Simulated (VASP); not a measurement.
MoS2:

```
Mo S
1.0
     3.16100    0.00000    0.00000
    -1.58050    2.73751    0.00000
     0.00000    0.00000   11.68025
Mo S
2 4
Direct
  0.33333 0.66667 0.25000
  0.66667 0.33333 0.75000
  0.66667 0.33333 0.38399
  0.66667 0.33333 0.11601
  0.33333 0.66667 0.88399
  0.33333 0.66667 0.61601
```

The cell was built by a generator and needn't be a form met in nature.

Base run:

* Program: VASP 6.6.1
* Functional: PBEsol
* Potentials or basis: VASP PAW PBE potentials, release 64 (Mo_sv, S)
* Cutoff: 520 eV
* k mesh: 8 × 8 × 2
* Occupations: fermi-dirac, width 0.05 eV
* Spin: no spin polarisation

Its results: band gap on the k mesh 0.65 eV, indirect (least direct gap 1.86 eV); pressure -1.4 GPa; largest force 0.402 eV/Å.

Problem. The run is repeated on the same cell with these changes: functional from PBEsol to optB86b-vdW. What comes out?

Solution. Band gap on the k mesh 0.67 eV, indirect (least direct gap 1.87 eV); pressure 2.1 GPa; largest force 0.104 eV/Å.

Caveats: the PAW data sets were made with another functional, which shifts forces and pressure a little.

A k mesh can miss the band edges.
